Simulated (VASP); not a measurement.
## Band gap of diamond and zinc-blende semiconductors: mBJ against PBE

VASP (plane waves, PAW); cells keep the symmetry of their structure type. No spin-orbit coupling. PBE gaps are read over mesh and path in cells relaxed at that level, mBJ gaps over mesh and path in PBE's cells.

Here x stands for PBE gap and y for mBJ gap.

```
solid  PBE gap (eV)  mBJ gap (eV)  cut-off (eV)
-----  ------------  ------------  ------------
GaAs           0.15             ?           520
InP            0.44          1.40           520
CdTe           0.57          1.64           520
SiC            1.37          2.35           520
GaP            1.58          2.45           520
ZnS            2.01          3.60           520
BeS            3.15          4.39           520
```

Q: Fit y against x with a straight line, and predict the withheld value at x = 0.15.

A: With u = x - 1.5, the rows have u = -1.0600, -0.9300, -0.1300, 0.0800, 0.5100, 1.6500. Means: u 0.020000, y 2.638. About the means, the sum of products is 5.6442 and the sum of squares of u is 4.9920; the slope is their ratio. Least squares gives y = 2.616 + 1.1306·u. Residuals (row less fit): -0.018, 0.075, -0.119, -0.256, 0.407, -0.091; standard error 0.255 (degrees of freedom: 4). The slope is 1.13 with a standard error of 0.11. At the withheld row, u = -1.3500, so y = 2.616 + 1.1306 × (-1.3500) = 1.090 eV. The calculation gives 1.22 eV, 0.130 eV above the prediction (4.1 % of the range of y in the table). The row lies outside the fitted rows, so this is an extrapolation. From the scatter of the fitted rows alone, a prediction at this place has a standard error of 0.317 eV, so the miss is 0.4 times that.

Spin-orbit coupling is left out, which can shift this property for GaAs, InP, CdTe. Left out of the series because the gap is closed or under 0.1 eV at PBE or mBJ (TB09): HgTe, Ge, HgS. The rows are a random draw from the solids of this series computed here; series whose standard error about the line passes 12 to 30 % of the range of y, or with no trend, aren't shown in this form.
